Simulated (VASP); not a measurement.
Given:

```
AuZn
1.0
    3.11599     0.00000     0.00000
    0.00000     3.11599     0.00000
    0.00000     0.00000     3.11599
Zn Au
1 1
Direct
  0.50000   0.50000   0.50000
  0.00000   0.00000   0.00000
```

All values below come from TPSS meta-GGA, VASP's PBE PAW potentials (set 64) (plane waves; VASP 6.6.1). Numerical set-up: 520 eV cut-off, 12×12×12 Γ-centred mesh, first-order Methfessel-Paxton smearing of 0.10 eV, potentials Zn Au.

Question: Give the stress tensor in GPa (positive for a compressed cell).

Answer: 
```
4.60  0.00  0.00
0.00  4.60  0.00
0.00  0.00  4.60
```
The pressure is its mean diagonal, 4.60 GPa.

The compound is AuZn in the CsCl type structure. This cell is one point of a volume scan, at 0.97 of the reference volume. The electron count is odd and the run is not spin-polarised, which forces a metal.
